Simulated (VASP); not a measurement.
A convergence study with VASP on W (bcc): one setting is varied, all else stays as given below, so the limit is that of these other settings. Each run relaxes cell and ions from the cell shown. The basis is that of the starting cell, so low cut-offs carry a Pulay error.

```yaml
crystal:
  lattice:
    - [-1.58000, 1.58000, 1.58000]
    - [1.58000, -1.58000, 1.58000]
    - [1.58000, 1.58000, -1.58000]
  atoms:
    - { symbol: W, position: [0.00000, 0.00000, 0.00000] }
```

Calculation: PBE GGA, VASP's PBE PAW potentials (set 64) (plane waves; VASP 6.6.1). The tightest run used: 700 eV cut-off, 14×14×14 Γ-centred mesh, first-order Methfessel-Paxton smearing of 0.10 eV, potentials W_sv.

Question: The settings run are ENCUT = 150; ENCUT = 200; ENCUT = 250; ENCUT = 300; ENCUT = 350; ENCUT = 400; ENCUT = 450; ENCUT = 500; ENCUT = 550; ENCUT = 600; ENCUT = 650; ENCUT = 700. From which on does the relaxed volume stay within 0.02 Å³/atom of the tightest run?

Answer: From ENCUT = 400 on: it is off by 0.006 there and by no more than 0.02 in any finer run, while ENCUT = 350 is off by 0.024.
| setting | relaxed volume (Å³/atom) | E (eV/atom) | plane waves | difference judged (Å³/atom) |
|---|---|---|---|---|
| ENCUT = 150 | 13.932 | -13.5202 | 70 | 2.261 |
| ENCUT = 200 | 15.783 | -12.9321 | 116 | 0.410 |
| ENCUT = 250 | 16.137 | -12.9454 | 150 | 0.056 |
| ENCUT = 300 | 16.140 | -12.9437 | 196 | 0.053 |
| ENCUT = 350 | 16.169 | -12.9452 | 242 | 0.024 |
| ENCUT = 400 | 16.187 | -12.9469 | 321 | 0.006 |
| ENCUT = 450 | 16.190 | -12.9470 | 370 | 0.004 |
| ENCUT = 500 | 16.189 | -12.9468 | 418 | 0.004 |
| ENCUT = 550 | 16.190 | -12.9470 | 476 | 0.003 |
| ENCUT = 600 | 16.192 | -12.9473 | 546 | 0.001 |
| ENCUT = 650 | 16.193 | -12.9474 | 610 | 0.000 |
| ENCUT = 700 | 16.193 | -12.9474 | 682 | 0.000 |

Left out are rungs that failed or repeat a setting and relaxations that didn't move; long series are thinned to 24 rows.

The compound is W in the bcc structure.
